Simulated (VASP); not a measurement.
A run of VASP 6.6.1:

The input INCAR:

```
SYSTEM = Bi3SbO3
  PREC = Normal
  ENCUT = 520
  EDIFF = 1E-4
  ISMEAR = 0
  SIGMA = 0.15
  LREAL = .FALSE.
  LASPH = .TRUE.
  NELM = 60
  ALGO = Fast
  ISIF = 3
  LWAVE = .FALSE.
  LCHARG = .FALSE.
  GGA = PE
  IBRION = 2
  NSW = 24
  EDIFFG = -0.08
```

Contents of KPOINTS:

```
Automatic mesh
0
G
  3 3 2
  0 0 0
```

The input POSCAR:

```
Bi3SbO3
1.0
    2.4722005000     -3.9630039700      0.0000000000
    2.4722005000      3.9630039700      0.0000000000
    0.0000000000      0.0000000000      7.5416467100
Sb Bi O
1 3 3
Direct
    0.5000000000      0.5000000000      0.0000000000
    0.0000000000      0.0000000000      0.3335347400
    0.0000000000      0.0000000000      0.6664652600
    0.0000000000      0.0000000000      0.0000000000
    0.0000000000      0.5000000000      0.0000000000
    0.5000000000      0.0000000000      0.0000000000
    0.5000000000      0.5000000000      0.5000000000
```

Potentials or basis: VASP PAW PBE potentials, release 64 (Sb, Bi_d, O).

Command:

```bash
$ cat potpaw_PBE.64/Sb/POTCAR potpaw_PBE.64/Bi_d/POTCAR potpaw_PBE.64/O/POTCAR > POTCAR
$ mpirun -np 1 vasp_std > vasp.out
```

Hardware: 1 thread of Intel(R) Xeon(R) Platinum 8488C (Sapphire Rapids), with other jobs on the host.

Question: How long does it take, and how much memory?

Answer: Wall time 2.7 min on 1 thread of Intel(R) Xeon(R) Platinum 8488C (Sapphire Rapids) (shared host), peak memory 0.21 GiB. Counts: scf iterations 74, k points 8, ion steps 7.
